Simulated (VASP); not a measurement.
GaAs:

```
Ga As
1.0
     0.00000    2.81237    2.81237
     2.81237    0.00000    2.81237
     2.81237    2.81237    0.00000
Ga As
1 1
Direct
  0.00000 0.00000 0.00000
  0.25000 0.25000 0.25000
```

The cell was built by a generator and isn't the measured one.

Program: VASP 6.6.1. Alike in all runs: task single point; spin non-collinear, zero start, SOC; cell as given; k mesh 8 × 8 × 8; cutoff (eV) 520; smearing gaussian 0.02 eV.

Question: Order these runs on this cell by their pressure, lowest first.
A. level r2SCAN; potentials or basis VASP PAW PBE potentials, release 64 (Ga_d, As)
B. level LDA; potentials or basis VASP PAW LDA potentials, release 64 (Ga_d, As)
C. level PBE; potentials or basis VASP PAW PBE potentials, release 64 (Ga_d, As)

Answer: B (-0.5 GPa), A (1.8 GPa), C (4.7 GPa).

Caveats: the PAW data sets were made with another functional, which shifts forces and pressure a little (some runs).

Not every run made on this cell is shown here.
